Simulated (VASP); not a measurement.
Method: TPSS meta-GGA, VASP's PBE PAW potentials (set 64) (plane waves; VASP 6.6.1).

Input for VASP

File KPOINTS:
```
Automatic mesh
0
Gamma
9 9 9
0 0 0
```

INCAR:
```
SYSTEM = BAs
PREC = Accurate
ENCUT = 520
EDIFF = 1E-7
NELM = 100
ALGO = Normal
LREAL = .FALSE.
LASPH = .TRUE.
ISMEAR = 0
SIGMA = 0.05
METAGGA = TPSS
LMIXTAU = .TRUE.
LMAXMIX = 4
LWAVE = .FALSE.
LCHARG = .FALSE.
ISIF = 2
```

File POSCAR:
```
BAs
1
    0.0000000000     2.3554111445     2.3554111445
    2.3554111445     0.0000000000     2.3554111445
    2.3554111445     2.3554111445     0.0000000000
B As
1 1
Direct
  0.0000000000   0.0000000000   0.0000000000
  0.2500000000   0.2500000000   0.2500000000
```

POTCAR, in this order: B As (PBE.64 set). Program: vasp_std.

Output of the run:

File OUTCAR:
```
 ion  position               nearest neighbor table
   1  0.000  0.000  0.000-   2 2.04   2 2.04   2 2.04   2 2.04
   2  0.250  0.250  0.250-   1 2.04   1 2.04   1 2.04   1 2.04
  LATTYP: Found a face centered cubic cell.
 ALAT       =     4.7108222890
 Subroutine PRICEL returns:
 Original cell was already a primitive cell.
 Subroutine GETGRP returns: Found 24 space group operations
The static configuration has the point symmetry T_d .
The dynamic configuration has the point symmetry T_d .
 Subroutine INISYM returns: Found 24 space group operations
 Subroutine IBZKPT returns following result:
 Found     35 irreducible k-points:

 Following reciprocal coordinates:
            Coordinates               Weight
  0.000000  0.000000  0.000000      1.000000
  0.111111  0.000000  0.000000      8.000000
  0.222222  0.000000  0.000000      8.000000
  0.333333  0.000000  0.000000      8.000000
  0.444444  0.000000  0.000000      8.000000
  0.111111  0.111111  0.000000      6.000000
  0.222222  0.111111  0.000000     24.000000
  0.333333  0.111111  0.000000     24.000000
  0.444444  0.111111  0.000000     24.000000
...
```

File OSZICAR:
```
       N       E                     dE             d eps       ncg     rms          rms(c)
DAV:   1     0.912860300494E+01    0.91286E+01   -0.41850E+03   560   0.941E+02
DAV:   2    -0.184296405505E+02   -0.27558E+02   -0.26134E+02   824   0.134E+02
DAV:   3    -0.189440713338E+02   -0.51443E+00   -0.51443E+00   672   0.236E+01
DAV:   4    -0.189451180521E+02   -0.10467E-02   -0.10467E-02   872   0.119E+00
DAV:   5    -0.189451189069E+02   -0.85483E-06   -0.85483E-06   672   0.195E-02    0.434E+00
DAV:   6    -0.205419635812E+02   -0.15968E+01   -0.58618E+00   632   0.330E+01    0.317E+00
DAV:   7    -0.201151534831E+02    0.42681E+00   -0.77560E-01   744   0.696E+00    0.919E-01
DAV:   8    -0.204023571541E+02   -0.28720E+00   -0.34802E-01   712   0.720E+00    0.827E-01
DAV:   9    -0.203424347395E+02    0.59922E-01   -0.28061E-01   600   0.659E+00    0.303E-01
DAV:  10    -0.205457343815E+02   -0.20330E+00   -0.95062E-02   560   0.397E+00    0.193E-01
DAV:  11    -0.205458135860E+02   -0.79204E-04   -0.11350E-03   776   0.363E-01    0.164E-01
DAV:  12    -0.205513589978E+02   -0.55454E-02   -0.68583E-04   680   0.259E-01    0.144E-01
DAV:  13    -0.205524709821E+02   -0.11120E-02   -0.23233E-04   560   0.203E-01    0.852E-02
DAV:  14    -0.205525751338E+02   -0.10415E-03   -0.78234E-05   672   0.987E-02    0.676E-02
DAV:  15    -0.205525797179E+02   -0.45841E-05   -0.20687E-05   592   0.657E-02    0.393E-02
DAV:  16    -0.205525970990E+02   -0.17381E-04   -0.22893E-05   624   0.535E-02    0.236E-02
DAV:  17    -0.205525981224E+02   -0.10234E-05   -0.87847E-07   608   0.106E-02    0.195E-02
DAV:  18    -0.205525999911E+02   -0.18687E-05   -0.18441E-06   568   0.145E-02    0.995E-03
DAV:  19    -0.205526006445E+02   -0.65336E-06   -0.68838E-07   600   0.720E-03    0.394E-03
DAV:  20    -0.205526007435E+02   -0.99078E-07   -0.22324E-07   568   0.538E-03
   1 F= -.20552601E+02 E0= -.20552601E+02  d E =-.156461E-14
```

### OUTCAR
```
------------------------ aborting loop because EDIFF is reached ----------------------------------------
  FORCE on cell =-STRESS in cart. coord.  units (eV):
  Direction    XX          YY          ZZ          XY          YZ          ZX
  --------------------------------------------------------------------------------------
  Total        1.5254110      1.5254110      1.5254110     -0.0000000     -0.0000000      0.0000000
  in kB       93.5119847     93.5119847     93.5119847     -0.0000000     -0.0000000      0.0000000
  external PRESSURE =      93.5119847 kB  Pullay stress =       0.0000000 kB
  volume of cell :       26.14
      direct lattice vectors                 reciprocal lattice vectors
     0.000000000  2.355411145  2.355411145    -0.212277165  0.212277165  0.212277165
     2.355411145  0.000000000  2.355411145     0.212277165 -0.212277165  0.212277165
     2.355411145  2.355411145  0.000000000     0.212277165  0.212277165 -0.212277165
  FREE ENERGIE OF THE ION-ELECTRON SYSTEM (eV)
  ---------------------------------------------------
  free  energy   TOTEN  =       -20.5526007435 eV

  energy  without entropy=      -20.5526007435  energy(sigma->0) =      -20.55260074
```
(Selected blocks of OUTCAR.)

**OUTCAR**
```
 val. band max:        6.6105338162   @ k =   0.0000   0.0000   0.0000

 cond. band min:       7.7638629102   @ k =   0.4444   0.4444   0.0000


 Fermi energy:         6.8606836365

 k-point     1 :       0.0000    0.0000    0.0000
  band No.  band energies     occupation
      1      -9.4437      2.00000
      2       6.6105      2.00000
      3       6.6105      2.00000
      4       6.6105      2.00000
      5      10.0233      0.00000
      6      10.0233      0.00000
      7      10.0233      0.00000
      8      11.9506      0.00000

 k-point     2 :       0.1111    0.0000    0.0000
  band No.  band energies     occupation
      1      -9.2292      2.00000
      2       4.9022      2.00000
      3       6.2266      2.00000
      4       6.2266      2.00000
      5      10.2548      0.00000
      6      10.5289      0.00000
      7      10.5289      0.00000
      8      12.8879      0.00000

 k-point     3 :       0.2222    0.0000    0.0000
  band No.  band energies     occupation
      1      -8.5982      2.00000
      2       2.1241      2.00000
      3       5.5490      2.00000
      4       5.5490      2.00000
      5      10.0340      0.00000
      6      11.3327      0.00000
      7      11.3327      0.00000
      8      14.5525      0.00000

 k-point     4 :       0.3333    0.0000    0.0000
  band No.  band energies     occupation
      1      -7.6121      2.00000
      2      -0.4680      2.00000
      3       5.0064      2.00000
      4       5.0064      2.00000
      5       9.7643      0.00000
      6      11.6231      0.00000
      7      11.6231      0.00000
      8      15.5215      0.00000

 k-point     5 :       0.4444    0.0000    0.0000
  band No.  band energies     occupation
      1      -6.5610      2.00000
      2      -2.3539      2.00000
      3       4.7208      2.00000
      4       4.7208      2.00000
      5       9.6179      0.00000
      6      11.5616      0.00000
      7      11.5616      0.00000
...
```

The compound is BAs in the zinc blende structure. This cell is one point of a volume scan, at 0.94 of the reference volume.
